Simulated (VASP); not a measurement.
Method: LDA (Ceperley-Alder, Perdew-Zunger), VASP's LDA PAW potentials (set 64) (plane waves; VASP).

The input files of a VASP run:

KPOINTS:
```
Automatic mesh
0
Gamma
9 9 9
0 0 0
```

### INCAR
```
# general
SYSTEM  = Sb
PREC    = Accurate
ENCUT   = 400
LREAL   = .FALSE.
LASPH   = .TRUE.

# electronic loop
EDIFF   = 1E-8
NELM    = 100
ALGO    = Normal
LMAXMIX = 4

# smearing
ISMEAR  = 1
SIGMA   = 0.1

# ions
IBRION  = 1
NSW     = 30
ISIF    = 2
EDIFFG  = -0.001

# output
LWAVE   = .FALSE.
LCHARG  = .FALSE.
```

File POSCAR:
```
Sb
1
    3.8651762534    -2.1504290574    -0.0277448413
    3.8651762534     2.1504290574    -0.0277448413
    2.6941434062     0.0000000000     3.5080325267
Sb
2
Direct
  0.2360395215   0.2360395215   0.2360395215
  0.7639604785   0.7639604785   0.7639604785
```

POTCAR, in this order: Sb (LDA.64 set). Program: vasp_std.

Q: Predict the energy per atom (σ→0).

A: 
```json
{
  "energy per atom (σ→0)": "-464.7 kJ/mol-atom"
}
```

File OSZICAR:
```
...
DAV:  10    -0.963240767194E+01    0.36641E-06   -0.16727E-06  1750   0.813E-03    0.747E-04
DAV:  11    -0.963240769211E+01   -0.20166E-07   -0.11862E-07  1704   0.248E-03    0.404E-04
DAV:  12    -0.963240769308E+01   -0.97060E-09   -0.86280E-09   830   0.598E-04
   1 F= -.96324077E+01 E0= -.96322720E+01  d E =-.963241E+01
       N       E                     dE             d eps       ncg     rms          rms(c)
DAV:   1    -0.963240781924E+01   -0.12713E-06   -0.32923E-06  1647   0.116E-02    0.434E-04
DAV:   2    -0.963240782591E+01   -0.66686E-08   -0.93987E-08  1730   0.255E-03
   2 F= -.96324078E+01 E0= -.96322720E+01  d E =-.132826E-06
```

The compound is Sb in the a7 structure. This run relaxes the ions in a fixed cell. Symmetry was kept, so distortions that lower it aren't found. The start is the result of an earlier pass.
